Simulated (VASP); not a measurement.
Computed with LDA (Ceperley-Alder, Perdew-Zunger), VASP's LDA PAW potentials (set 64) (plane waves; VASP).

Gaps are without spin-orbit coupling.

```json
{
 "volume_per_atom": "47.35 Å^3/atom",
 "band gap (over mesh and band path)": "1.81 eV",
 "smallest direct gap (over mesh and band path)": "2.12 eV",
 "hill_bulk_modulus": "14.9 GPa",
 "hill_shear_modulus": "5.9 GPa"
}
```

Problem. Which relaxed crystal gives these values?
(A) MgTe, F-43m (216)
(B) BaSrO2, R-3m (166)
(C) Rb2Te, Fm-3m (225)
(D) LiH, Fm-3m (225)

Solution. C, Rb2Te, Fm-3m (225)
